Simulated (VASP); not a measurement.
Level of theory: vdW-DF-cx, VASP's PBE PAW potentials (set 64) (plane waves; VASP 6.6.1).

The input files of a VASP run:

File POSCAR:
```
BaTiO3
1.0
  3.9643644387   0.0000000000   0.0000000000
  0.0000000000   3.9643644387   0.0000000000
  0.0000000000   0.0000000000   4.0827869269
Ba Ti O
1 1 3
Cart
  3.9643644387   0.0000000000   0.0140401437
  1.9821822194   1.9821822194   2.1292451937
  1.9821822194   1.9821822194   3.9655260957
  3.9643644387   1.9821822194   1.9755877774
  1.9821822194   3.9643644387   1.9755877774
```

### KPOINTS
```
Automatic mesh
0
Gamma
5 5 5
0 0 0
```

**INCAR**
```
ALGO = Normal
LASPH = .TRUE.
LREAL = .FALSE.   ! projection in real space or not
ISIF = 3   ! ions, shape and volume
SYSTEM = BaTiO3
IBRION = 2
ENCUT = 520   ! plane-wave cut-off (eV)
LUSE_VDW = .TRUE.
LCHARG = .FALSE.
ISMEAR = 0   ! Gaussian
GGA = CX
PREC = Accurate
LWAVE = .FALSE.
SIGMA = 0.05   ! width (eV)
EDIFFG = -0.02
AGGAC = 0.0
EDIFF = 1E-6   ! SCF stop (eV)
LMAXMIX = 4   ! l cut-off of mixed one-centre charges
NSW = 60   ! most ionic steps
NELM = 100   ! most electronic steps
```

POTCAR, in this order: Ba_sv Ti_sv O (PBE.64 set). Program: vasp_std.

The resulting files:

File OSZICAR:
```
       N       E                     dE             d eps       ncg     rms          rms(c)
DAV:   1     0.457934270227E+03    0.45793E+03   -0.21622E+04   864   0.182E+03
DAV:   2     0.335820645684E+01   -0.45458E+03   -0.44709E+03  1088   0.485E+02
DAV:   3    -0.396300473031E+02   -0.42988E+02   -0.42939E+02  1272   0.143E+02
DAV:   4    -0.414600478899E+02   -0.18300E+01   -0.18292E+01  1208   0.266E+01
DAV:   5    -0.415265340781E+02   -0.66486E-01   -0.66483E-01  1216   0.374E+00    0.240E+01
DAV:   6    -0.313387860227E+02    0.10188E+02   -0.71447E+01  1376   0.782E+01    0.102E+01
DAV:   7    -0.313485789951E+02   -0.97930E-02   -0.11661E+01  1144   0.257E+01    0.693E+00
DAV:   8    -0.311840512497E+02    0.16453E+00   -0.11251E+00  1200   0.107E+01    0.263E+00
DAV:   9    -0.312062035649E+02   -0.22152E-01   -0.20230E-01  1064   0.335E+00    0.105E+00
DAV:  10    -0.311976565852E+02    0.85470E-02   -0.73549E-02  1168   0.262E+00    0.460E-01
DAV:  11    -0.311959099242E+02    0.17467E-02   -0.11173E-02  1296   0.888E-01    0.626E-02
DAV:  12    -0.311958525362E+02    0.57388E-04   -0.67469E-04  1016   0.241E-01    0.362E-02
DAV:  13    -0.311958601441E+02   -0.76078E-05   -0.25031E-04  1216   0.163E-01    0.257E-02
DAV:  14    -0.311958576905E+02    0.24535E-05   -0.46360E-05  1232   0.514E-02    0.127E-02
DAV:  15    -0.311958559900E+02    0.17005E-05   -0.91758E-06  1136   0.260E-02    0.466E-03
DAV:  16    -0.311958561935E+02   -0.20343E-06   -0.10573E-06   456   0.100E-02
   1 F= -.31195856E+02 E0= -.31195856E+02  d E =-.311959E+02
       N       E                     dE             d eps       ncg     rms          rms(c)
DAV:   1    -0.312427337956E+02   -0.46878E-01   -0.17526E+00  1120   0.151E+01    0.193E+00
DAV:   2    -0.312008807917E+02    0.41853E-01   -0.17984E-01  1112   0.389E+00    0.667E-01
DAV:   3    -0.311948531956E+02    0.60276E-02   -0.47367E-02   984   0.134E+00    0.215E-01
DAV:   4    -0.311946171210E+02    0.23607E-03   -0.90615E-03  1320   0.599E-01    0.124E-01
DAV:   5    -0.311949022130E+02   -0.28509E-03   -0.89472E-04  1336   0.228E-01    0.880E-02
DAV:   6    -0.311952080410E+02   -0.30583E-03   -0.63929E-04  1288   0.132E-01    0.624E-02
DAV:   7    -0.311953039342E+02   -0.95893E-04   -0.14807E-04  1384   0.733E-02    0.266E-02
DAV:   8    -0.311953155866E+02   -0.11652E-04   -0.33495E-05  1216   0.405E-02    0.475E-03
DAV:   9    -0.311953158306E+02   -0.24399E-06   -0.43761E-06   928   0.116E-02
   2 F= -.31195316E+02 E0= -.31195316E+02  d E =0.540363E-03
       N       E                     dE             d eps       ncg     rms          rms(c)
DAV:   1    -0.312112973258E+02   -0.15982E-01   -0.50535E-01  1104   0.810E+00    0.104E+00
DAV:   2    -0.311993145117E+02    0.11983E-01   -0.51668E-02  1120   0.207E+00    0.363E-01
DAV:   3    -0.311974554503E+02    0.18591E-02   -0.12779E-02   968   0.723E-01    0.921E-02
DAV:   4    -0.311974872957E+02   -0.31845E-04   -0.25133E-03  1264   0.289E-01    0.727E-02
DAV:   5    -0.311975550161E+02   -0.67720E-04   -0.20359E-04  1320   0.122E-01    0.471E-02
DAV:   6    -0.311976540373E+02   -0.99021E-04   -0.17471E-04  1296   0.695E-02    0.312E-02
DAV:   7    -0.311976839435E+02   -0.29906E-04   -0.41937E-05  1424   0.400E-02    0.123E-02
DAV:   8    -0.311976884582E+02   -0.45146E-05   -0.75763E-06  1120   0.204E-02    0.192E-03
DAV:   9    -0.311976886066E+02   -0.14845E-06   -0.71228E-07   496   0.553E-03
   3 F= -.31197689E+02 E0= -.31197689E+02  d E =-.183241E-02
       N       E                     dE             d eps       ncg     rms          rms(c)
DAV:   1    -0.311980456902E+02   -0.35723E-03   -0.41713E-02  1000   0.237E+00    0.122E-01
DAV:   2    -0.311980438184E+02    0.18717E-05   -0.27866E-03   880   0.404E-01    0.737E-02
DAV:   3    -0.311979203064E+02    0.12351E-03   -0.27710E-04  1160   0.144E-01    0.200E-02
DAV:   4    -0.311979147977E+02    0.55088E-05   -0.53571E-05  1152   0.583E-02    0.946E-03
DAV:   5    -0.311979146022E+02    0.19545E-06   -0.68277E-06  1048   0.239E-02
   4 F= -.31197915E+02 E0= -.31197915E+02  d E =-.225996E-03
       N       E                     dE             d eps       ncg     rms          rms(c)
DAV:   1    -0.311983903732E+02   -0.47558E-03   -0.11224E-01  1000   0.389E+00    0.201E-01
DAV:   2    -0.311983844847E+02    0.58885E-05   -0.74885E-03   880   0.662E-01    0.121E-01
DAV:   3    -0.311980515189E+02    0.33297E-03   -0.74133E-04  1144   0.236E-01    0.326E-02
DAV:   4    -0.311980371299E+02    0.14389E-04   -0.14414E-04  1168   0.956E-02    0.158E-02
DAV:   5    -0.311980364379E+02    0.69199E-06   -0.18639E-05  1144   0.393E-02    0.607E-03
DAV:   6    -0.311980362443E+02    0.19361E-06   -0.26589E-06   768   0.138E-02
   5 F= -.31198036E+02 E0= -.31198036E+02  d E =-.347638E-03
       N       E                     dE             d eps       ncg     rms          rms(c)
DAV:   1    -0.311979962724E+02    0.40165E-04   -0.48830E-02  1008   0.287E+00    0.103E-01
DAV:   2    -0.311982293228E+02   -0.23305E-03   -0.48372E-03   896   0.525E-01    0.634E-02
DAV:   3    -0.311982017868E+02    0.27536E-04   -0.36240E-04  1216   0.139E-01    0.312E-02
DAV:   4    -0.311981879468E+02    0.13840E-04   -0.69530E-05  1320   0.764E-02    0.191E-02
DAV:   5    -0.311981870969E+02    0.84993E-06   -0.11702E-05  1256   0.284E-02    0.867E-03
DAV:   6    -0.311981876635E+02   -0.56660E-06   -0.15148E-06   672   0.940E-03
   6 F= -.31198188E+02 E0= -.31198188E+02  d E =-.151419E-03
       N       E                     dE             d eps       ncg     rms          rms(c)
DAV:   1    -0.311974367952E+02    0.75030E-03   -0.22046E-01  1008   0.609E+00    0.218E-01
DAV:   2    -0.311984910520E+02   -0.10543E-02   -0.21743E-02   896   0.111E+00    0.133E-01
DAV:   3    -0.311983678821E+02    0.12317E-03   -0.16139E-03  1216   0.292E-01    0.652E-02
DAV:   4    -0.311983066011E+02    0.61281E-04   -0.31187E-04  1320   0.161E-01    0.405E-02
DAV:   5    -0.311983016549E+02    0.49462E-05   -0.52282E-05  1264   0.604E-02    0.183E-02
DAV:   6    -0.311983035870E+02   -0.19321E-05   -0.85711E-06  1320   0.199E-02    0.870E-03
DAV:   7    -0.311983045722E+02   -0.98521E-06   -0.10641E-06   688   0.932E-03
   7 F= -.31198305E+02 E0= -.31198305E+02  d E =-.268328E-03
```

OUTCAR:
```
------------------------ aborting loop because EDIFF is reached ----------------------------------------
  FORCE on cell =-STRESS in cart. coord.  units (eV):
  Direction    XX          YY          ZZ          XY          YZ          ZX
  --------------------------------------------------------------------------------------
  Total       -0.0101856     -0.0101856     -0.0034521      0.0000000      0.0000000      0.0000000
  in kB       -0.2532776     -0.2532776     -0.0858417      0.0000000      0.0000000      0.0000000
  external PRESSURE =      -0.1974657 kB  Pullay stress =       0.0000000 kB
  volume of cell :       64.43
      direct lattice vectors                 reciprocal lattice vectors
     3.979333365  0.000000000  0.000000000     0.251298373  0.000000000  0.000000000
     0.000000000  3.979333365  0.000000000     0.000000000  0.251298373 -0.000000000
     0.000000000  0.000000000  4.068923460     0.000000000 -0.000000000  0.245765252
 POSITION                                       TOTAL-FORCE (eV/Angst)
 -----------------------------------------------------------------------------------
      0.00000      0.00000      0.00913         0.000000     -0.000000     -0.019597
      1.98967      1.98967      2.10884         0.000000      0.000000      0.019657
      1.98967      1.98967      3.95970         0.000000      0.000000      0.018476
      0.00000      1.98967      1.97408         0.000000     -0.000000     -0.009268
      1.98967      3.97933      1.97408         0.000000     -0.000000     -0.009268
 -----------------------------------------------------------------------------------
    total drift:                                0.000000      0.000000     -0.000869
  FREE ENERGIE OF THE ION-ELECTRON SYSTEM (eV)
  ---------------------------------------------------
  free  energy   TOTEN  =       -31.1983045722 eV

  energy  without entropy=      -31.1983045722  energy(sigma->0) =      -31.19830457

 reached required accuracy - stopping structural energy minimisation
```
(Selected blocks of OUTCAR.)

CONTCAR:
```
BaTiO3
   1.00000000000000
     3.9793333647161337    0.0000000000000000    0.0000000000000000
     0.0000000000000000    3.9793333647161337    0.0000000000000000
     0.0000000000000000    0.0000000000000000    4.0689234597012423
  Ba              Ti              O
     1     1     3
Direct
     0.0000000000000000    0.0000000000000000    0.0022428068897769
     0.5000000000000000    0.5000000000000000    0.5182789650447424
     0.5000000000000000    0.5000000000000000    0.9731575933122146
     0.0000000000000000    0.5000000000000000    0.4851603173766323
     0.5000000000000000    1.0000000000000000    0.4851603173766323
```

The compound is BaTiO3 in the tetragonal perovskite structure. This run relaxes it. Symmetry was kept, so distortions that lower it aren't found. The start is the result of an earlier pass.
